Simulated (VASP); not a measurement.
An input for Ansatz (written as the equivalent of a VASP run, and not itself run):

Ansatz 0.2 input:
```yaml
crystal:
  lattice:
    - [0.0000000, 1.9455508, 1.9455508]
    - [1.9358714, 0.0000000, 1.9455508]
    - [1.9358714, 1.9455508, 0.0000000]
  atoms:
    - { symbol: Pd, position: [0.0000000, 0.0000000, 0.0000000] }
kpoints:
  mp_grid: { grid: [16, 16, 16] }
hamiltonian:
  xc: pbesol
  pseudopotentials: { kind: paw }
scf:
  occupations: { method: methfessel_paxton, width: 0.1 }
  max_iter: 100
output: { forces: true, stress: true, eigenvalues: true }
```

### Question
Translate this input to VASP (INCAR, KPOINTS, POSCAR, choice of POTCAR).

### Answer
This is not unique; one that fits is 
File KPOINTS:
```
kpoints
0
G
16 16 16
0 0 0
```

**INCAR**
```
! general
SYSTEM  = Pd
PREC    = Accurate
ENCUT   = 480   ! plane-wave cut-off (eV)
LREAL   = .FALSE.   ! projection in real space or not
LASPH   = .TRUE.

! electronic loop
EDIFF   = 1E-7   ! SCF stop (eV)
NELM    = 100
ALGO    = Normal   ! blocked Davidson
LMAXMIX = 4   ! l cut-off of mixed one-centre charges

! smearing
ISMEAR  = 1   ! Methfessel-Paxton
SIGMA   = 0.1

! functional
GGA     = PS   ! PBEsol

! ions
ISIF    = 2   ! forces and stress, cell fixed

! output
LWAVE   = .FALSE.
LCHARG  = .FALSE.
```

### POSCAR
```
Pd
1.0
  0.0000000000   1.9455507710   1.9455507710
  1.9358714139   0.0000000000   1.9455507710
  1.9358714139   1.9455507710   0.0000000000
Pd
1
Direct
  0.0000000000   0.0000000000   0.0000000000
```

POTCAR, in this order: Pd (PBE.64 set). Program: vasp_std.

The two are equivalent in intent, not identical: each code has its own PAW files, so the cut-off isn't converted (ENCUT is set for VASP's; basis.ecutwfc is left out, and Ansatz then takes the one that its files recommend); Ansatz stops its SCF on the density residual and VASP on the energy change (EDIFF).

The compound is Pd in the fcc structure. This cell was strained or had an atom moved on purpose.
